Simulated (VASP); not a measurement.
Given:

```xyz
3
Lattice="0.0000 2.3150 2.3150 2.3150 0.0000 2.3150 2.3150 2.3150 0.0000" Properties=species:S:1:pos:R:3 pbc="T T T"
Li     1.1575     1.1575     1.1575
Li     3.4724     3.4724     3.4724
O      0.0000     0.0000     0.0000
```

All values below come from PBEsol GGA, VASP's PBE PAW potentials (set 64) (plane waves; VASP). Run with 520 eV cut-off, 10×10×10 Γ-centred mesh, Gaussian smearing of 0.050 eV, potentials Li_sv O.

### Question
Give the stress tensor in GPa (positive for a compressed cell).

### Answer

```
-2.32   0.00   0.00
 0.00  -2.32   0.00
 0.00   0.00  -2.32
```
The pressure is its mean diagonal, -2.32 GPa.

The compound is Li2O in the antifluorite structure. This cell is one point of a volume scan, at 1.03 of the reference volume.
